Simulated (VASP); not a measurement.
# AlRu: structure and properties in VASP, part 4 of 4

What structure does AlRu take at this level, and what are its properties? Left out of this account: at least 1 further run (relaxation: not told here). The start is a cell from a database of measured crystal structures.

VASP 6.6.1; AM05; plane waves and PAW (Al, Ru_pv).

Still holding for the runs below: This run has no spin polarisation. Its electron count is odd, so without a moment it is a metal by construction. The k-mesh is coarse for a metal.

So far. Step 9 (Volume scan with AM05 (run 3)): The run ends at a pressure of 4.59 GPa. Step 10 (Volume scan with AM05 (run 4)): The pressure falls from 4.59 to -0.08 GPa, so it vanishes between these two volumes.

## 11. Volume scan with AM05 (run 5)

Input file INCAR:

```
SYSTEM = AlRu
PREC = Accurate
ENCUT = 400
EDIFF = 1E-06
NELM = 100
ISMEAR = 1
SIGMA = 0.2
LREAL = .FALSE.
ALGO = Normal
GGA = AM
NBANDS = 14
LASPH = .TRUE.
LORBIT = 11
LWAVE = .FALSE.
LCHARG = .FALSE.
KPAR = 2
ISIF = 2
```

Input file POSCAR:

```
AlRu
1.0
    2.9932472353      0.0000000000      0.0000000000
    0.0000000000      2.9932472353      0.0000000000
    0.0000000000      0.0000000000      2.9932472353
Al Ru
1 1
Direct
    0.0000000000      0.0000000000      0.0000000000
    0.5000000000      0.5000000000      0.5000000000
```

Input file KPOINTS:

```
Automatic mesh
0
Gamma
8 8 8
0 0 0
```

PAW data sets: Al and Ru_pv (PBE family, release 64).

On the command line:

```sh
$ mpirun -np 2 vasp_std
```

The program printed:

```text
[... set-up lines as in an earlier step ...]
 entering main loop
       N       E                     dE             d eps       ncg     rms          rms(c)
DAV:   1     0.916111326977E+02    0.91611E+02   -0.82088E+03  1068   0.912E+02
DAV:   2    -0.143945610158E+02   -0.10601E+03   -0.10161E+03  1076   0.279E+02
DAV:   3    -0.159059939217E+02   -0.15114E+01   -0.15024E+01  1178   0.353E+01
DAV:   4    -0.159185765583E+02   -0.12583E-01   -0.12581E-01  1242   0.325E+00
[...]
DAV:  10    -0.151201693333E+02    0.15117E-04   -0.47380E-05  1218   0.814E-02    0.137E-02
DAV:  11    -0.151201677532E+02    0.15801E-05   -0.43225E-06  1214   0.237E-02    0.600E-03
DAV:  12    -0.151201673430E+02    0.41025E-06   -0.90715E-08   790   0.296E-03
   1 F= -.15120167E+02 E0= -.15117973E+02  d E =-.658179E-02
```

Run time: 14 s. Hardware: 2 MPI ranks of AMD EPYC 7R43, shared host; peak memory 0.18 GiB.

Parts of OUTCAR (step 11):

```text
  Total       -0.7138087     -0.7138087     -0.7138087     -0.0000000     -0.0000000      0.0000000
  in kB      -42.6446565    -42.6446565    -42.6446565     -0.0000000     -0.0000000      0.0000000
  external PRESSURE =     -42.6446565 kB  Pullay stress =       0.0000000 kB

 POSITION                                       TOTAL-FORCE (eV/Angst)
 -----------------------------------------------------------------------------------
      0.00000      0.00000      0.00000         0.000000      0.000000      0.000000
      1.49662      1.49662      1.49662         0.000000      0.000000      0.000000
 -----------------------------------------------------------------------------------
    total drift:                               -0.000000      0.000000      0.000000

  FREE ENERGIE OF THE ION-ELECTRON SYSTEM (eV)
  ---------------------------------------------------
  free  energy   TOTEN  =       -15.1201673430 eV

  energy  without entropy=      -15.1135855514  energy(sigma->0) =      -15.11797341

[... 1 part as in an earlier step ...]

[... 2 further parts left out ...]
[key lines of the parts left out:]
E-fermi :  10.6263
```

The pressure falls from -0.08 to -4.26 GPa.

The run ends at a pressure of -4.26 GPa.

## 12. Volume scan with AM05 (run 6)

INCAR is that of step 11.

Input file POSCAR:

```
AlRu
1.0
    3.0126844502      0.0000000000      0.0000000000
    0.0000000000      3.0126844502      0.0000000000
    0.0000000000      0.0000000000      3.0126844502
Al Ru
1 1
Direct
    0.0000000000      0.0000000000      0.0000000000
    0.5000000000      0.5000000000      0.5000000000
```

KPOINTS is that of step 11.

On the command line:

```sh
$ mpirun -np 2 vasp_std
```

The program printed:

```text
[... set-up lines as in an earlier step ...]
 entering main loop
       N       E                     dE             d eps       ncg     rms          rms(c)
DAV:   1     0.918305839788E+02    0.91831E+02   -0.82406E+03  1028   0.912E+02
DAV:   2    -0.143584963521E+02   -0.10619E+03   -0.10125E+03  1106   0.281E+02
DAV:   3    -0.158806871495E+02   -0.15222E+01   -0.15152E+01  1154   0.354E+01
DAV:   4    -0.158939334710E+02   -0.13246E-01   -0.13243E-01  1250   0.329E+00
[...]
DAV:  10    -0.151015909124E+02    0.16374E-04   -0.46313E-05  1240   0.794E-02    0.108E-02
DAV:  11    -0.151015896923E+02    0.12201E-05   -0.26425E-06  1170   0.171E-02    0.521E-03
DAV:  12    -0.151015892683E+02    0.42394E-06   -0.90140E-08   760   0.315E-03
   1 F= -.15101589E+02 E0= -.15099348E+02  d E =-.672354E-02
```

The job ended after 14 s (2 MPI ranks; peak memory 0.19 GiB).

Parts of OUTCAR (step 12):

```text
  Total       -1.3687013     -1.3687013     -1.3687013      0.0000000      0.0000000     -0.0000000
  in kB      -80.1970397    -80.1970397    -80.1970397      0.0000000      0.0000000     -0.0000000
  external PRESSURE =     -80.1970397 kB  Pullay stress =       0.0000000 kB

 POSITION                                       TOTAL-FORCE (eV/Angst)
 -----------------------------------------------------------------------------------
      0.00000      0.00000      0.00000         0.000000      0.000000      0.000000
      1.50634      1.50634      1.50634         0.000000      0.000000      0.000000
 -----------------------------------------------------------------------------------
    total drift:                               -0.000000      0.000000      0.000000

  FREE ENERGIE OF THE ION-ELECTRON SYSTEM (eV)
  ---------------------------------------------------
  free  energy   TOTEN  =       -15.1015892683 eV

  energy  without entropy=      -15.0948657275  energy(sigma->0) =      -15.09934809

[... 1 part as in an earlier step ...]

[... 2 further parts left out ...]
[key lines of the parts left out:]
E-fermi :  10.3545
```

The pressure falls from -4.26 to -8.02 GPa.

The run ends at a pressure of -8.02 GPa.

## 13. Volume scan with AM05 (run 7)

A prediction first. A least-squares parabola for the 6 pressures of evenly scaled cells so far, P = -0.09 -221.6 t +502 t² GPa with t = ln(V/V₁) and V₁ the volume at scale 1, gives -11.30 GPa at t = +0.0583.

INCAR is that of step 12.

Input file POSCAR:

```
AlRu
1.0
    3.0318740406      0.0000000000      0.0000000000
    0.0000000000      3.0318740406      0.0000000000
    0.0000000000      0.0000000000      3.0318740406
Al Ru
1 1
Direct
    0.0000000000      0.0000000000      0.0000000000
    0.5000000000      0.5000000000      0.5000000000
```

KPOINTS is that of step 12.

On the command line:

```sh
$ mpirun -np 2 vasp_std
```

The program printed:

```text
[... set-up lines as in an earlier step ...]
 entering main loop
       N       E                     dE             d eps       ncg     rms          rms(c)
DAV:   1     0.847106538091E+02    0.84711E+02   -0.85401E+03  1052   0.916E+02
DAV:   2    -0.144181498431E+02   -0.99129E+02   -0.94224E+02  1106   0.269E+02
DAV:   3    -0.158452211166E+02   -0.14271E+01   -0.14175E+01  1172   0.338E+01
DAV:   4    -0.158569446370E+02   -0.11724E-01   -0.11722E-01  1230   0.311E+00
[...]
DAV:   9    -0.150712537561E+02    0.26532E-03   -0.10173E-03  1182   0.210E-01    0.121E-01
DAV:  10    -0.150712357725E+02    0.17984E-04   -0.46593E-05  1220   0.791E-02    0.795E-03
DAV:  11    -0.150712348914E+02    0.88112E-06   -0.17629E-06  1132   0.119E-02
   1 F= -.15071235E+02 E0= -.15068953E+02  d E =-.684713E-02
```

The job ended after 12 s (2 MPI ranks; peak memory 0.19 GiB; 22 s of CPU time).

OUTCAR, selected parts (step 13):

```text
  Total       -1.9887160     -1.9887160     -1.9887160      0.0000000     -0.0000000      0.0000000
  in kB     -114.3272857   -114.3272857   -114.3272857      0.0000000     -0.0000000      0.0000000
  external PRESSURE =    -114.3272857 kB  Pullay stress =       0.0000000 kB

 POSITION                                       TOTAL-FORCE (eV/Angst)
 -----------------------------------------------------------------------------------
      0.00000      0.00000      0.00000         0.000000      0.000000      0.000000
      1.51594      1.51594      1.51594         0.000000      0.000000      0.000000
 -----------------------------------------------------------------------------------
    total drift:                               -0.000000      0.000000      0.000000

  FREE ENERGIE OF THE ION-ELECTRON SYSTEM (eV)
  ---------------------------------------------------
  free  energy   TOTEN  =       -15.0712348914 eV

  energy  without entropy=      -15.0643877608  energy(sigma->0) =      -15.06895251

[... 1 part as in an earlier step ...]

[... 2 further parts left out ...]
[key lines of the parts left out:]
E-fermi :  10.0927
```

The pressure falls from -8.02 to -11.43 GPa. The parabola predicted -11.30 GPa, +0.14 GPa off.

## 14. The series together

Times are for 2 MPI ranks of AMD EPYC 7R43, shared host. The runs compared:

```
no.  volume scale  energy above the lowest point (meV/atom)  pressure (GPa)  time  memory (GiB)
  1          0.94                                     38.59           15.56  14 s          0.19
  2          0.96                                        17           9.774  14 s          0.19
  3          0.98                                      4.38           4.587  14 s          0.18
  4             1                                         0        -0.08378  14 s          0.18
  5          1.02                                      2.79          -4.264  14 s          0.18
  6          1.04                                     12.11          -8.020  14 s          0.19
  7          1.06                                      27.3          -11.43  12 s          0.19
```

## 15. Fit for AM05

This step: Birch-Murnaghan fit, AM05; plane waves and PAW (VASP 6.6.1).

This step runs nothing: it gathers the runs above.

Numbers from this step:

```yaml
pressure_derivative_of_the_bulk_modulus: 4.472
r_m_s_error_of_the_fit: 2.10e-5 eV/atom
minimum_inside_the_sampled_range: yes
bulk_modulus: 219.3 GPa
equilibrium_volume_of_the_fit: 13.17 Å³/atom
```

The energy above the fitted minimum by volume:

```
volume (Å³/atom)  energy above the fitted minimum (eV/atom)
          12.357                                     0.0386
          12.620                                     0.0171
          12.883                                    0.00444
          13.146                                     6.0e-5
          13.409                                    0.00285
          13.672                                     0.0122
          13.935                                     0.0274
```

The fit over cells of fixed shape and fractional positions puts the volume +0.19 % from the relaxed one. At a finite cutoff and mesh the minimum of the energy and the zero of the stress don't quite coincide, and the relaxation stops at a threshold.

## 16. Results

* relaxed volume: 13.15 Å³/atom
* relaxed conventional cell a, b, c: 2.974, 2.974, 2.974 Å
* space group after relaxing, within 0.02 Å: Pm-3m (No. 221)
* band gap: none, a metal
* DOS at the Fermi level: 1.82 states/eV/cell
* bulk modulus from the fit: 219 GPa
* volume from the fit: 13.2 Å³/atom

What this shows: With AM05, AlRu relaxes to 13.15 Å³/atom in space group Pm-3m (held by the symmetry of the run), comes out as a metal and has a bulk modulus of 219 GPa. Against the listed cell the volume lies -1.8 %. Band structure (AM05): Of the bands kept, 3 cross the Fermi level on this path. Spin-orbit coupling is left out; it would split some degenerate bands. The k-sampling is coarse for a metal, so the Fermi level, pressures and the shape of the cell carry errors. With an odd electron count and no spin the cell is a metal by construction. No search among competing phases was made, and a listed structure need not be the one stable at ambient conditions. All values are for a static lattice at zero temperature.

[Lines on the potential files, build, host, timing and source positions are cut from VASP's logs without a mark.]

[Logs are printed without paths, hosts, clocks, repeated set-up lines and the standing remarks that a program may print on its own settings, such as how far it seeks lower states.]

[Hosts, paths, dates, database ids (printed as entryN), source tags and the programs' standing remarks are cut or masked in the printed files.]

[A measured line is paired with the nearest computed mode of its activity, which favours agreement.]

[In band tables of VASP the shares of atoms and orbitals are scaled to a sum of 1 inside the atoms' spheres.]
